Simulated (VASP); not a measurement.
```xyz
6
Lattice="5.8883 0.0000 0.0000 -2.9441 5.0994 0.0000 0.0000 0.0000 4.3490" Properties=species:S:1:pos:R:3 pbc="T T T"
Na     0.0000     0.0000     0.8377
Sn     2.9441     1.6998     2.1577
Sn     0.0000     3.3996     2.1577
Pd    -1.4721     2.5497     4.3273
Pd     2.9441     0.0000     4.3273
Pd     1.4721     2.5497     4.3273
```

Level of theory: PBEsol GGA, VASP's PBE PAW potentials (set 64) (plane waves; VASP). Settings: 300 eV cut-off, 5×5×5 Γ-centred mesh, Gaussian smearing of 0.050 eV, potentials Na_pv Sn_d Pd.

At this cut-off the stress carries a Pulay error, which pulls relaxed volumes low.

Problem. Give the stress tensor in GPa (positive for a compressed cell).

Solution. 
```
-6.01   0.00   0.00
 0.00  -6.01   0.00
 0.00   0.00  -8.13
```
The pressure is its mean diagonal, -6.72 GPa.

The structure comes from a computed database's NaSn2Pd3 entry (P6mm); how it stands against other phases isn't given here. The cell was not relaxed at this level. The electron count is odd and the run is not spin-polarised, which forces a metal.
